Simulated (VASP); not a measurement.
Computed with PBEsol GGA, VASP's PBE PAW potentials (set 64) (plane waves; VASP 6.6.1).

The input files of a VASP run:

### INCAR
```
SYSTEM  =  HgTe
PREC  =  Accurate; ENCUT  =  300; LREAL  =  .FALSE.
LASPH  =  .TRUE.
EDIFF  =  1E-6; NELM  =  100; ALGO  =  Normal
LMAXMIX  =  6
ISMEAR  =  -1; SIGMA  =  0.02
GGA  =  PS
ISIF  =  2
LWAVE  =  .FALSE.; LCHARG  =  .FALSE.
```

File KPOINTS:
```
Automatic mesh
0
Gamma
3 3 2
0 0 0
```

### POSCAR
```
HgTe
1
    4.6554400000     0.0000000000     0.0000000000
   -2.3277200000     4.0317290000     0.0000000000
    0.0000000000     0.0000000000    10.4231900000
Hg Te
3 3
Direct
  0.3220460000   0.3247030000  -0.0032910000
  0.6848680000  -0.0066640000   0.3344550000
  0.0062670000   0.6832540000   0.6667440000
  0.4796730000   0.4837490000   0.5005120000
  0.5105210000  -0.0003010000   0.8358810000
 -0.0033760000   0.5152590000   0.1656980000
```

POTCAR, in this order: Hg Te (PBE.64 set). Program: vasp_std.

Q: What will the output report for the number of irreducible k-points (NKPTS), largest plane-wave count, number of space-group operations, FFT grid (NGX, NGY, NGZ)?

A: 
- number of irreducible k-points (NKPTS) = 10
- largest plane-wave count = 2369
- number of space-group operations = 1
- FFT grid (NGX, NGY, NGZ) = 28 × 28 × 60

The structure comes from a computed database's HgTe entry; how it stands against other phases isn't given here. The cell was not relaxed at this level, atoms are displaced from their ideal sites. The k-mesh is coarse (spacing up to 0.52 per Å, 2π included), so the numbers may not be converged in it.
